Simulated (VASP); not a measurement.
A convergence study with VASP on Y (space group no. 194 when undisturbed): a few settings are varied, all else stays as given below, so the limit is that of these other settings. One atom is moved off its site, so that forces are finite.

```
CELL_PARAMETERS angstrom
      1.81953    -3.15151     0.00000
      1.81953     3.15151     0.00000
      0.00000     0.00000     5.71281
ATOMIC_POSITIONS crystal
  Y  0.33333 0.66667 0.25875
  Y  0.66667 0.33333 0.75000
```

Computed with PBE GGA, VASP's PBE PAW potentials (set 64) (plane waves; VASP). The last row used: 300 eV cut-off, 20×20×11 Γ-centred mesh shifted by (0.5, 0.5, 0.5), Gaussian smearing of 0.10 eV, potentials Y_sv.

| setting | E (eV/atom) | pressure (GPa) | largest force (eV/Å) | irreducible k-points |
|---|---|---|---|---|
| 2×2×1 mesh | -5.9794 | 6.11 | 0.044 | 2 |
| 2×2×2 mesh | -6.2325 | 1.98 | 0.150 | 3 |
| 3×3×2 mesh | -6.4346 | 0.03 | 0.168 | 6 |
| 4×4×2 mesh | -6.4348 | -0.36 | 0.175 | 10 |
| 4×4×3 mesh | -6.4245 | 0.02 | 0.152 | 16 |
| 5×5×3 mesh | -6.4343 | 0.08 | 0.180 | 24 |
| 6×6×3 mesh | -6.4302 | 0.13 | 0.165 | 33 |
| 6×6×4 mesh | -6.4206 | -0.19 | 0.163 | 42 |
| 7×7×4 mesh | -6.4249 | -0.23 | 0.169 | 56 |
| 8×8×5 mesh | -6.4303 | -0.10 | 0.181 | 92 |
| 9×9×5 mesh | -6.4298 | -0.12 | 0.177 | 115 |
| 10×10×6 mesh | -6.4254 | -0.08 | 0.170 | 165 |
| 11×11×6 mesh | … | -0.10 | 0.170 | 198 |
| 12×12×7 mesh | -6.4293 | -0.17 | 0.175 | 276 |
| 14×14×8 mesh | -6.4269 | -0.11 | 0.172 | 420 |
| 15×15×8 mesh | -6.4269 | -0.11 | 0.173 | 480 |
| 17×17×9 mesh | -6.4279 | -0.14 | 0.173 | 693 |
| 18×18×10 mesh | … | -0.13 | 0.173 | 855 |
| 20×20×11 mesh | -6.4275 | -0.13 | 0.173 | 1160 |

Complete the blanks.

- 18×18×10 mesh, E (eV/atom): -6.4277
- 11×11×6 mesh, E (eV/atom): -6.4257

Left out are rungs that failed or repeat a setting and relaxations that didn't move; long series are thinned to 24 rows.

The structure is a typed Y crystal (space group no. 194). The cell was not relaxed at this level, it is distorted from the ideal structure.
